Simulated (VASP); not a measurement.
The input files of a VASP run:

File KPOINTS:
```
Automatic mesh
0
Gamma
8 8 8
0 0 0
```

INCAR:
```
! general
SYSTEM     =  Ni3Fe
PREC       =  Accurate
ENCUT      =  400
LREAL      =  .FALSE.
LASPH      =  .TRUE.

! electronic loop
EDIFF      =  1E-6
NELM       =  100
ALGO       =  Normal
LMAXMIX    =  4

! smearing
ISMEAR     =  1
SIGMA      =  0.1

! functional
GGA        =  PE

! spin
ISPIN      =  2
MAGMOM     =  3.0 3*0.7

! DFT+U
LDAU       =  .TRUE.
LDAUTYPE   =  2
LDAUL      =  2 2
LDAUU      =  4.0 4.0
LDAUJ      =  0 0
LDAUPRINT  =  1

! ions
ISIF       =  2

! output
LWAVE      =  .FALSE.
LCHARG     =  .FALSE.
LORBIT     =  10
```

File POSCAR:
```
Ni3Fe
3.6210
  1.0000000000   0.0000000000   0.0000000000
  0.0000000000   1.0000000000   0.0000000000
  0.0000000000   0.0000000000   1.0000000000
Fe Ni
1 3
Direct
  0.0000000000   0.0000000000   0.0000000000
  0.0000000000   0.5000000000   0.5000000000
  0.5000000000   0.0000000000   0.5000000000
  0.5000000000   0.5000000000   0.0000000000
```

POTCAR, in this order: Fe Ni (PBE.64 set). Program: vasp_std.

Question: Write an equivalent input for Quantum ESPRESSO's pw.x.

Answer: One equivalent input (not run):
```
&CONTROL
  calculation = 'scf'
  pseudo_dir = './pseudo'
  outdir = './out'
  tprnfor = .true.
  tstress = .true.
/
&SYSTEM
  ibrav = 0
  nat = 4
  ntyp = 2
  ecutwfc = 98
  occupations = 'smearing'
  smearing = 'methfessel-paxton'
  degauss = 0.00735
  input_dft = 'pbe'
  nspin = 2
  starting_magnetization(1) = 0.3
  starting_magnetization(2) = 0.07
/
&ELECTRONS
  conv_thr = 7.3e-08
  electron_maxstep = 100
/
ATOMIC_SPECIES
  Fe 55.845 Fe.upf
  Ni 58.693 Ni.upf
CELL_PARAMETERS angstrom
     3.6210000    0.0000000    0.0000000
     0.0000000    3.6210000    0.0000000
     0.0000000    0.0000000    3.6210000
ATOMIC_POSITIONS crystal
  Fe   0.0000000  0.0000000  0.0000000
  Ni   0.0000000  0.5000000  0.5000000
  Ni   0.5000000  0.0000000  0.5000000
  Ni   0.5000000  0.5000000  0.0000000
K_POINTS automatic
  8 8 8 0 0 0
HUBBARD {ortho-atomic}
U Fe-3d 4
U Ni-3d 4
```
The two are equivalent in intent, not identical: the potentials are each code's own (VASP's PAW set, PseudoDojo norm-conserving files in pw.x), so ENCUT and ecutwfc are chosen apart and not converted; conv_thr bounds pw.x's estimated SCF error, while EDIFF bounds the energy change between steps; starting_magnetization is a fraction of the valence charge and MAGMOM a moment in μB, so they match only roughly; the +U projectors differ (PAW spheres against orthogonalised atomic orbitals), so the same U acts differently.

The compound is Ni3Fe in the L1_2 structure. The cell was not relaxed at this level. The run is one of a series of settings (LDAU = .TRUE., LDAUJ = 0 0, LDAUL = 2 2, LDAUTYPE = 2, LDAUU = 4.0 4.0 against the base run), some of them coarse on purpose.
